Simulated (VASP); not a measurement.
Method: LDA (Ceperley-Alder, Perdew-Zunger), VASP's LDA PAW potentials (set 64) (plane waves; VASP 6.6.1).

VASP input:

INCAR:
```
LMAXMIX=4
PREC=Accurate
NELM=100
EDIFF=1E-6   # SCF stop (eV)
LWAVE=.FALSE.
SYSTEM=TiC
EDIFFG=-0.02   # ionic stop
LCHARG=.FALSE.
PSTRESS=450
LREAL=.FALSE.
ISIF=3
ISMEAR=1
LASPH=.TRUE.
ALGO=Normal   # blocked Davidson
ENCUT=620   # plane-wave cut-off (eV)
NSW=40
IBRION=2   # conjugate gradients
SIGMA=0.1   # width (eV)
```

POSCAR:
```
TiC
1
    0.0000000000     2.0446313919     2.0446313919
    2.0446313919    -0.0000000000     2.0446313919
    2.0446313919     2.0446313919    -0.0000000000
Ti C
1 1
Direct
  1.0000000000   1.0000000000   1.0000000000
  0.5000000000   0.5000000000   0.5000000000
```

KPOINTS:
```
kpoints
0
Gamma
15 15 15
```

POTCAR, in this order: Ti_sv C (LDA.64 set). Program: vasp_std.

**Question.** What will the output report for the number of irreducible k-points (NKPTS), largest plane-wave count, number of space-group operations, FFT grid (NGX, NGY, NGZ)?

**Answer.** 
```
Property                                       Value
--------------------------------------  ------------
number of irreducible k-points (NKPTS)           120
largest plane-wave count                         612
number of space-group operations                  48
FFT grid (NGX, NGY, NGZ)                24 × 24 × 24
```

The compound is TiC in the rock salt structure. It was relaxed first under an external pressure of 45 GPa.
